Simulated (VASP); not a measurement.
Calculation: vdW-DF-cx, VASP's PBE PAW potentials (set 64) (plane waves; VASP).

VASP ran on this input.

KPOINTS:
```
Automatic mesh
0
Gamma
6 6 6
0 0 0
```

**INCAR**
```
AGGAC  =  0.0
ALGO  =  Normal
EDIFF  =  1E-7
ENCUT  =  520
GGA  =  CX
ISIF  =  2
ISMEAR  =  0
LASPH  =  T
LCHARG  =  F
LMAXMIX  =  4
LREAL  =  F
LUSE_VDW  =  T
LWAVE  =  F
NELM  =  100
PREC  =  Accurate
SIGMA  =  0.05
SYSTEM  =  SrCl2
```

### POSCAR
```
SrCl2
1
    0.0000000000     3.3990306397     3.3990306397
    3.3990306397     0.0000000000     3.3990306397
    3.3990306397     3.3990306397     0.0000000000
Sr Cl
1 2
Direct
  0.0000000000   1.0000000000   1.0000000000
  0.2500000000   0.2500000000   0.2500000000
  0.7500000000   0.7500000000   0.7500000000
```

POTCAR, in this order: Sr_sv Cl (PBE.64 set). Program: vasp_std.

Q: Predict the energy per atom (σ→0), pressure, band gap (on the k-mesh).

A: 
```json
{
  "energy per atom (σ→0)": "-2.448 eV/atom",
  "band gap (on the k-mesh)": "5.41 eV",
  "pressure": "2.69 GPa"
}
```

**OSZICAR**
```
...
DAV:   9    -0.734235156754E+01   -0.20850E-02   -0.19873E-03   672   0.309E-01    0.134E-01
DAV:  10    -0.734417224620E+01   -0.18207E-02   -0.20789E-03   560   0.274E-01    0.438E-02
DAV:  11    -0.734432428631E+01   -0.15204E-03   -0.21009E-04   696   0.756E-02    0.430E-02
DAV:  12    -0.734434617569E+01   -0.21889E-04   -0.33821E-05   616   0.322E-02    0.108E-02
DAV:  13    -0.734435130716E+01   -0.51315E-05   -0.73887E-06   720   0.172E-02    0.547E-03
DAV:  14    -0.734435191631E+01   -0.60914E-06   -0.10821E-06   600   0.626E-03    0.325E-03
DAV:  15    -0.734435194406E+01   -0.27752E-07   -0.20697E-07   648   0.279E-03
   1 F= -.73443519E+01 E0= -.73443519E+01  d E =-.189949E-22
```

The compound is SrCl2 in the fluorite structure. This cell is one point of a volume scan, at 0.94 of the reference volume.
